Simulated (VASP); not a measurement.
# Band gap of MoS2 (Molybdenite): cutoff, mesh and cell

How far does the LDA gap of MoS2 (Molybdenite) depend on cutoff, mesh and cell? The starting structure is a measured crystal structure from the Crystallography Open Database. The atoms were first relaxed with LDA in that cell, in a run that isn't shown, and the relaxed structure is the one below.

Calculated with VASP 6.6.1; Kohn-Sham DFT with plane waves and PAW; LDA.

### Step 1. Starting point

It takes space group P6_3/mmc (No. 194, hexagonal). The conventional cell has a = 3.161 Å, b = 3.161 Å, c = 12.295 Å, α = 90.00°, β = 90.00°, γ = 120.00°. Nearest to Mo lie 6 S at 2.39 Å. Nearest to S lie 3 Mo at 2.39 Å. Farther neighbours and most contacts between anions are not listed.

### Step 2. Reference bands

Contents of INCAR:

```
SYSTEM = MoS2
PREC = Accurate
ENCUT = 350
EDIFF = 1E-06
NELM = 100
ISMEAR = 0
SIGMA = 0.03
LREAL = .FALSE.
ALGO = Normal
GGA = CA
NBANDS = 42
LASPH = .TRUE.
LORBIT = 11
LWAVE = .FALSE.
LCHARG = .FALSE.
KPAR = 8
```

Contents of POSCAR:

```
MoS2
1.0
    3.1610000000      0.0000000000      0.0000000000
   -1.5805000000      2.7375063014      0.0000000000
    0.0000000000      0.0000000000     12.2950000000
Mo S
2 4
Direct
    0.6666666667      0.3333333333      0.7500000000
    0.3333333333      0.6666666667      0.2500000000
    0.6666666667      0.3333333333      0.3755016495
    0.3333333333      0.6666666667      0.8755016495
    0.6666666667      0.3333333333      0.1244983505
    0.3333333333      0.6666666667      0.6244983505
```

Contents of KPOINTS:

```
Automatic mesh
0
Gamma
9 9 2
0 0 0
```

Contents of KPOINTS_OPT:

```
Line mode
8
Line-mode
Reciprocal
  0.00000000   0.00000000   0.00000000 GAMMA
  0.50000000   0.00000000   0.00000000 M

  0.50000000   0.00000000   0.00000000 M
  0.33333333   0.33333333   0.00000000 K

  0.33333333   0.33333333   0.00000000 K
  0.00000000   0.00000000   0.00000000 GAMMA

  0.00000000   0.00000000   0.00000000 GAMMA
  0.00000000   0.00000000   0.50000000 A

  0.00000000   0.00000000   0.50000000 A
  0.50000000   0.00000000   0.50000000 L

  0.50000000   0.00000000   0.50000000 L
  0.33333333   0.33333333   0.50000000 H

  0.33333333   0.33333333   0.50000000 H
  0.00000000   0.00000000   0.50000000 A

  0.50000000   0.00000000   0.50000000 L
  0.50000000   0.00000000   0.00000000 M

  0.33333333   0.33333333   0.00000000 K
  0.33333333   0.33333333   0.50000000 H
```

Potentials, in the order of the species: Mo_sv and S (LDA family, release 64).

Launch:

```
mpirun -np 8 vasp_std
```

The log of the run:

```text
[banner, memory and clock lines left out]
running    8 mpi-ranks, on    1 nodes
 distrk:  each k-point on    1 cores,    8 groups
 distr:  one band on    1 cores,    1 groups

 POSCAR found type information on POSCAR MoS
 POSCAR found :  2 types and       6 ions
|                                                                             |
|           W    W    AA    RRRRR   N    N  II  N    N   GGGG   !!!           |
|           W    W   A  A   R    R  NN   N  II  NN   N  G    G  !!!           |
|           W    W  A    A  R    R  N N  N  II  N N  N  G       !!!           |
|           W WW W  AAAAAA  RRRRR   N  N N  II  N  N N  G  GGG   !            |
|           WW  WW  A    A  R   R   N   NN  II  N   NN  G    G                |
|           W    W  A    A  R    R  N    N  II  N    N   GGGG   !!!           |
|                                                                             |
|     For optimal performance we recommend to set                             |
|       NCORE = 2 up to number-of-cores-per-socket                            |
|     NCORE specifies how many cores store one orbital (NPAR=cpu/NCORE).      |
|     This setting can greatly improve the performance of VASP for DFT.       |
|     The default, NCORE=1 might be grossly inefficient on modern             |
|     multi-core architectures or massively parallel machines. Do your        |
|     Unfortunately you need to use the default for GW and RPA                |
|     calculations (for HF NCORE is supported but not extensively tested      |
|     yet).                                                                   |
|                                                                             |

 LDA part: xc-table for (Slater(with rela. corr.)+CA(PZ))
 , standard interpolation
 POSCAR, INCAR and KPOINTS ok, starting setup
 FFT: planning ... GRIDC
 FFT: planning ... GRID_SOFT
 FFT: planning ... GRID
 WAVECAR not read
 entering main loop
       N       E                     dE             d eps       ncg     rms          rms(c)
DAV:   1     0.343238412006E+03    0.34324E+03   -0.23366E+04  2232   0.867E+02
DAV:   2    -0.358380318677E+02   -0.37908E+03   -0.36342E+03  2380   0.283E+02
DAV:   3    -0.516541766509E+02   -0.15816E+02   -0.15605E+02  2478   0.548E+01
DAV:   4    -0.518673663886E+02   -0.21319E+00   -0.21298E+00  2392   0.666E+00
DAV:   5    -0.518708988226E+02   -0.35324E-02   -0.35315E-02  2504   0.834E-01    0.360E+01
DAV:   6    -0.496459896023E+02    0.22249E+01   -0.85636E+00  2252   0.193E+01    0.115E+01
DAV:   7    -0.492432926361E+02    0.40270E+00   -0.32180E+00  2172   0.125E+01    0.908E+00
DAV:   8    -0.489226750634E+02    0.32062E+00   -0.56146E-01  2238   0.530E+00    0.204E+00
DAV:   9    -0.489213981749E+02    0.12769E-02   -0.48020E-02  2376   0.906E-01    0.708E-01
DAV:  10    -0.489184534390E+02    0.29447E-02   -0.10256E-02  2264   0.609E-01    0.171E-01
DAV:  11    -0.489184362640E+02    0.17175E-04   -0.89252E-04  2318   0.136E-01    0.103E-01
DAV:  12    -0.489183800822E+02    0.56182E-04   -0.11447E-04  2280   0.465E-02    0.661E-02
DAV:  13    -0.489183717934E+02    0.82888E-05   -0.69314E-05  2342   0.405E-02    0.186E-02
DAV:  14    -0.489183712531E+02    0.54025E-06   -0.54158E-06  2106   0.131E-02
   1 F= -.48918371E+02 E0= -.48918371E+02  d E =-.449035E-42
 Start KPOINTS_OPT (optional k-point list driver)
k-point batch [1-24\72]
       N       E                     dE             ncg
DAV:   1    -0.210949556391E+04   -0.29324E+05     2256
DAV:   2    -0.113529116664E+05   -0.92434E+04     2362
DAV:   3    -0.117374085301E+05   -0.38450E+03     2414
DAV:   4    -0.117426553109E+05   -0.52468E+01     2416
DAV:   5    -0.117427386416E+05   -0.83331E-01     2446
DAV:   6    -0.117427405956E+05   -0.19540E-02     2544
DAV:   7    -0.117427406440E+05   -0.48411E-04     2452
DAV:   8    -0.117427406453E+05   -0.12798E-05     1752
DAV:   9    -0.117427406454E+05   -0.14845E-06     1598
[...]
k-point batch [49-72\72]
       N       E                     dE             ncg
DAV:   1    -0.239479026118E+04   -0.37190E+05     2264
DAV:   2    -0.114303902394E+05   -0.90356E+04     2336
DAV:   3    -0.118037533562E+05   -0.37336E+03     2420
DAV:   4    -0.118085892233E+05   -0.48359E+01     2408
DAV:   5    -0.118086632757E+05   -0.74052E-01     2400
DAV:   6    -0.118086649367E+05   -0.16609E-02     2462
DAV:   7    -0.118086649776E+05   -0.40917E-04     2396
DAV:   8    -0.118086649787E+05   -0.10685E-05     1644
DAV:   9    -0.118086649788E+05   -0.11729E-06     1536
```

Wall time 25 s (8 MPI ranks of AMD EPYC 7R43, shared host); peak memory 1.5 GiB; 3.2 min of CPU time.

Lines that name or quote the potential files are left out of all logs, and their timing lines are given in words.

From OUTCAR (step 2):

```text
ion  position               nearest neighbor table
   1  0.667  0.333  0.750-   4 2.39   6 2.39   4 2.39   6 2.39   4 2.39   6 2.39
   2  0.333  0.667  0.250-   3 2.39   5 2.39   3 2.39   5 2.39   3 2.39   5 2.39
   3  0.667  0.333  0.376-   2 2.39   2 2.39   2 2.39
   4  0.333  0.667  0.876-   1 2.39   1 2.39   1 2.39
   5  0.667  0.333  0.124-   2 2.39   2 2.39   2 2.39
   6  0.333  0.667  0.624-   1 2.39   1 2.39   1 2.39

  LATTYP: Found a hexagonal cell.
 ALAT       =     3.1610000000
 C/A-ratio  =     3.8895919013

 Subroutine GETGRP returns: Found 24 space group operations
 (whereof 12 operations were pure point group operations)

The static configuration has the point symmetry D_3d.
 The point group associated with its full space group is D_6h.

 Found     24 irreducible k-points:

   k-points           NKPTS =     24   k-points in BZ     NKDIM =     24   number of bands    NBANDS=     42

   dimension x,y,z NGX =    20 NGY =   20 NGZ =   80
   dimension x,y,z NGXF=    40 NGYF=   40 NGZF=  160

   ENCUT  =  350.0 eV  25.72 Ry    5.07 a.u.   4.82  4.82 18.76*2*pi/ulx,y,z

   NELECT =      52.0000    total number of electrons

 k-points in reciprocal lattice and weights: Automatic mesh
   0.00000000  0.00000000  0.00000000       0.006
   0.11111111  0.00000000  0.00000000       0.037
   0.22222222 -0.00000000  0.00000000       0.037
   0.33333333 -0.00000000  0.00000000       0.037
   0.44444444 -0.00000000  0.00000000       0.037
   0.11111111  0.11111111  0.00000000       0.037
   0.22222222  0.11111111  0.00000000       0.074
   0.33333333  0.11111111  0.00000000       0.074
   0.44444444  0.11111111  0.00000000       0.037
[...]
0.33333333  0.22222222  0.50000000       0.074
   0.33333333  0.33333333  0.50000000       0.012

 average (electrostatic) potential at core
       1 -74.7545       2 -74.7545       3 -84.9105       4 -84.9105       5 -84.9105
       6 -84.9105

 E-fermi :   7.7886

 k-point     1 :       0.0000    0.0000    0.0000
  band No.  band energies     occupation
    ...
     22       5.2165      2.00000
     23       5.2165      2.00000
     24       6.2912      2.00000
     25       6.2922      2.00000
     26       7.5067      2.00000
     27       9.5650      0.00000
     28       9.5650      0.00000
     29       9.5880      0.00000
     30       9.5880      0.00000
     31       9.8002      0.00000
    ...

 k-point     2 :       0.1111    0.0000    0.0000
  band No.  band energies     occupation
    ...
     22       4.9357      2.00000
     23       5.3733      2.00000
     24       6.3009      2.00000
     25       6.4599      2.00000
     26       7.1313      2.00000
     27       9.3656      0.00000
     28       9.3886      0.00000
     29       9.4706      0.00000
     30       9.5739      0.00000
     31       9.6535      0.00000
    ...

 k-point     3 :       0.2222   -0.0000    0.0000
  band No.  band energies     occupation
    ...
     22       4.7784      2.00000
     23       5.2487      2.00000
     24       6.0568      2.00000
     25       6.0852      2.00000
     26       6.2341      2.00000
     27       8.7070      0.00000
     28       9.1638      0.00000
     29       9.3811      0.00000
     30       9.4146      0.00000
     31       9.5490      0.00000
    ...

  Total       -2.6312318     -2.6312318     -0.9004877      0.0000000      0.0000000      0.0000000
  in kB      -39.6242942    -39.6242942    -13.5606406      0.0000000      0.0000000      0.0000000
  external PRESSURE =     -30.9364096 kB  Pullay stress =       0.0000000 kB

  energy-cutoff  :      350.00
  volume of cell :      106.39
      direct lattice vectors                 reciprocal lattice vectors
     3.161000000  0.000000000  0.000000000     0.316355584  0.182647981  0.000000000
    -1.580500000  2.737506301  0.000000000     0.000000000  0.365295963  0.000000000
     0.000000000  0.000000000 12.295000000     0.000000000  0.000000000  0.081333876

 POSITION                                       TOTAL-FORCE (eV/Angst)
 -----------------------------------------------------------------------------------
      1.58050      0.91250      9.22125        -0.000000      0.000000      0.000000
     -0.00000      1.82500      3.07375         0.000000     -0.000000      0.000000
      1.58050      0.91250      4.61679        -0.000000      0.000000      0.005322
     -0.00000      1.82500     10.76429        -0.000000     -0.000000      0.005322
      1.58050      0.91250      1.53071         0.000000      0.000000     -0.005322
     -0.00000      1.82500      7.67821        -0.000000     -0.000000     -0.005322
 -----------------------------------------------------------------------------------
    total drift:                               -0.000000      0.000000     -0.000000

  FREE ENERGIE OF THE ION-ELECTRON SYSTEM (eV)
  ---------------------------------------------------
  free  energy   TOTEN  =       -48.9183712531 eV

  energy  without entropy=      -48.9183712531  energy(sigma->0) =      -48.91837125

 total charge
# of ion       s       p       d       tot
------------------------------------------
    1        2.301   6.230   4.003  12.534
    2        2.301   6.230   4.003  12.534
    3        1.362   2.334   0.000   3.696
    4        1.362   2.334   0.000   3.696
    5        1.362   2.334   0.000   3.696
    6        1.362   2.334   0.000   3.696
--------------------------------------------------
tot         10.050  21.797   8.006  39.853

[... 3 further parts left out ...]
```

Spin-orbit coupling is off here; it would split degenerate levels. At this level the cell is under a tension of 3.1 GPa, so at these settings it is away from equilibrium.

The reference gap is 0.831 eV.

### Step 3. Bands with cell and atoms relaxed by LDA

Against step 2 the input has another starting structure. The cell comes from a relaxation at this level, not shown (101.78 Å³).

INCAR is that of step 2.

Contents of POSCAR:

```
MoS2
1.0
    3.1228825776      0.0000000000      0.0000000000
   -1.5614412888      2.7044956452      0.0000000000
    0.0000000000      0.0000000000     12.0508841926
Mo S
2 4
Direct
    0.6666666667      0.3333333333      0.7500000000
    0.3333333333      0.6666666667      0.2500000000
    0.6666666667      0.3333333333      0.3790033139
    0.3333333333      0.6666666667      0.8790033139
    0.6666666667      0.3333333333      0.1209966861
    0.3333333333      0.6666666667      0.6209966861
```

KPOINTS is that of step 2.

KPOINTS_OPT is that of step 2.

Launch:

```
mpirun -np 8 vasp_std
```

The log of the run:

```text
[banner, memory and clock lines left out]
running    8 mpi-ranks, on    1 nodes
[...]
[... a notice as in an earlier step ...]

 LDA part: xc-table for (Slater(with rela. corr.)+CA(PZ))
 , standard interpolation
 POSCAR, INCAR and KPOINTS ok, starting setup
[...]
entering main loop
       N       E                     dE             d eps       ncg     rms          rms(c)
DAV:   1     0.352122035322E+03    0.35212E+03   -0.23205E+04  2208   0.874E+02
DAV:   2    -0.348591456973E+02   -0.38698E+03   -0.37030E+03  2354   0.287E+02
DAV:   3    -0.515723477506E+02   -0.16713E+02   -0.16478E+02  2488   0.566E+01
DAV:   4    -0.517961805520E+02   -0.22383E+00   -0.22356E+00  2432   0.685E+00
[...]
DAV:  12    -0.489510821812E+02    0.58083E-04   -0.12737E-04  2264   0.500E-02    0.643E-02
DAV:  13    -0.489510783074E+02    0.38739E-05   -0.55907E-05  2372   0.356E-02    0.193E-02
DAV:  14    -0.489510774051E+02    0.90226E-06   -0.46918E-06  2102   0.125E-02
   1 F= -.48951077E+02 E0= -.48951077E+02  d E =-.662737E-18
 Start KPOINTS_OPT (optional k-point list driver)
k-point batch [1-24\72]
       N       E                     dE             ncg
DAV:   1    -0.133636888001E+04   -0.28652E+05     2256
DAV:   2    -0.106706336629E+05   -0.93343E+04     2354
DAV:   3    -0.110451670207E+05   -0.37453E+03     2430
DAV:   4    -0.110499527151E+05   -0.47857E+01     2440
DAV:   5    -0.110500242241E+05   -0.71509E-01     2462
DAV:   6    -0.110500257735E+05   -0.15494E-02     2502
DAV:   7    -0.110500258111E+05   -0.37606E-04     2470
DAV:   8    -0.110500258120E+05   -0.93411E-06     1702
[...]
k-point batch [49-72\72]
       N       E                     dE             ncg
DAV:   1    -0.162480240375E+04   -0.36660E+05     2248
DAV:   2    -0.107424979558E+05   -0.91177E+04     2342
DAV:   3    -0.111174560686E+05   -0.37496E+03     2446
DAV:   4    -0.111221773959E+05   -0.47213E+01     2384
DAV:   5    -0.111222439127E+05   -0.66517E-01     2452
DAV:   6    -0.111222452624E+05   -0.13497E-02     2432
DAV:   7    -0.111222452941E+05   -0.31662E-04     2444
DAV:   8    -0.111222452948E+05   -0.75342E-06     1640
```

Wall time 22 s (8 MPI ranks); peak memory 1.4 GiB.

OUTCAR, selected parts (step 3):

```text
  Total       -0.2325632     -0.2325632     -0.2316102      0.0000000      0.0000000      0.0000000
  in kB       -3.6609235     -3.6609235     -3.6459217      0.0000000      0.0000000      0.0000000
  external PRESSURE =      -3.6559229 kB  Pullay stress =       0.0000000 kB

 POSITION                                       TOTAL-FORCE (eV/Angst)
 -----------------------------------------------------------------------------------
      1.56144      0.90150      9.03816         0.000000     -0.000000     -0.000000
     -0.00000      1.80300      3.01272        -0.000000      0.000000     -0.000000
      1.56144      0.90150      4.56733         0.000000     -0.000000      0.000085
     -0.00000      1.80300     10.59277        -0.000000      0.000000      0.000085
      1.56144      0.90150      1.45812         0.000000      0.000000     -0.000085
     -0.00000      1.80300      7.48356        -0.000000      0.000000     -0.000085
 -----------------------------------------------------------------------------------
    total drift:                               -0.000000      0.000000     -0.000000

  FREE ENERGIE OF THE ION-ELECTRON SYSTEM (eV)
  ---------------------------------------------------
  free  energy   TOTEN  =       -48.9510774051 eV

  energy  without entropy=      -48.9510774051  energy(sigma->0) =      -48.95107741

[... 1 part as in an earlier step ...]

[... 2 further parts left out ...]
[key lines of the parts left out:]
E-fermi :   8.2696
```

With cell and atoms relaxed by LDA the gap is 0.721 eV, -0.110 eV from the reference.

### Step 4. Bands with no band path

Against step 2 the input has no band path (also changed: NBANDS).

INCAR, as its differences from that of step 3:

```diff
@@ -10,3 +10,3 @@
 GGA = CA
-NBANDS = 42
+NBANDS = 32
 LASPH = .TRUE.
```

Contents of POSCAR:

```
MoS2
1.0
    3.1610000000      0.0000000000      0.0000000000
   -1.5805000000      2.7375063014      0.0000000000
    0.0000000000      0.0000000000     12.2950000000
Mo S
2 4
Direct
    0.6666666667      0.3333333333      0.7500000000
    0.3333333333      0.6666666667      0.2500000000
    0.6666666667      0.3333333333      0.3755016495
    0.3333333333      0.6666666667      0.8755016495
    0.6666666667      0.3333333333      0.1244983505
    0.3333333333      0.6666666667      0.6244983505
```

KPOINTS is that of step 3.

Launch:

```
mpirun -np 8 vasp_std
```

The log of the run:

```text
[... set-up lines as in an earlier step ...]
 entering main loop
       N       E                     dE             d eps       ncg     rms          rms(c)
DAV:   1     0.367257788252E+03    0.36726E+03   -0.24344E+04  1760   0.114E+03
DAV:   2    -0.324210729190E+02   -0.39968E+03   -0.38973E+03  1920   0.349E+02
DAV:   3    -0.515180209253E+02   -0.19097E+02   -0.18969E+02  1936   0.693E+01
DAV:   4    -0.518628047847E+02   -0.34478E+00   -0.34413E+00  1872   0.937E+00
[...]
DAV:  13    -0.489183725308E+02    0.16271E-04   -0.16354E-04  1968   0.686E-02    0.186E-02
DAV:  14    -0.489183713915E+02    0.11392E-05   -0.15962E-05  1896   0.250E-02    0.925E-03
DAV:  15    -0.489183714504E+02   -0.58838E-07   -0.66226E-07  1232   0.455E-03
   1 F= -.48918371E+02 E0= -.48918371E+02  d E =-.295994E-16
```

It took 8.8 s on 8 MPI ranks; peak memory 1.2 GiB; 64 s of CPU time.

From OUTCAR (step 4):

```text
  Total       -2.6291349     -2.6291349     -0.9045342      0.0000000      0.0000000      0.0000000
  in kB      -39.5927168    -39.5927168    -13.6215779      0.0000000      0.0000000      0.0000000
  external PRESSURE =     -30.9356705 kB  Pullay stress =       0.0000000 kB

 POSITION                                       TOTAL-FORCE (eV/Angst)
 -----------------------------------------------------------------------------------
      1.58050      0.91250      9.22125        -0.000000      0.000000      0.000000
     -0.00000      1.82500      3.07375         0.000000     -0.000000      0.000000
      1.58050      0.91250      4.61679        -0.000000      0.000000      0.005213
     -0.00000      1.82500     10.76429        -0.000000      0.000000      0.005213
      1.58050      0.91250      1.53071        -0.000000      0.000000     -0.005213
     -0.00000      1.82500      7.67821        -0.000000      0.000000     -0.005213
 -----------------------------------------------------------------------------------
    total drift:                               -0.000000      0.000000     -0.000000

  FREE ENERGIE OF THE ION-ELECTRON SYSTEM (eV)
  ---------------------------------------------------
  free  energy   TOTEN  =       -48.9183714504 eV

  energy  without entropy=      -48.9183714504  energy(sigma->0) =      -48.91837145

[... 1 part as in an earlier step ...]

[... 2 further parts left out ...]
[key lines of the parts left out:]
E-fermi :   7.6681
```

With no band path the gap is 0.905 eV, +0.074 eV from the reference, read on the mesh alone.

(Part 1 of 2 ends here.)

[Lines on the potential files, build, host, timing and source positions are cut from VASP's logs without a mark.]

[Logs are printed without paths, hosts, clocks, repeated set-up lines and the standing remarks that a program may print on its own settings, such as how far it seeks lower states.]

[Hosts, paths, dates, database ids (printed as entryN), source tags and the programs' standing remarks are cut or masked in the printed files.]
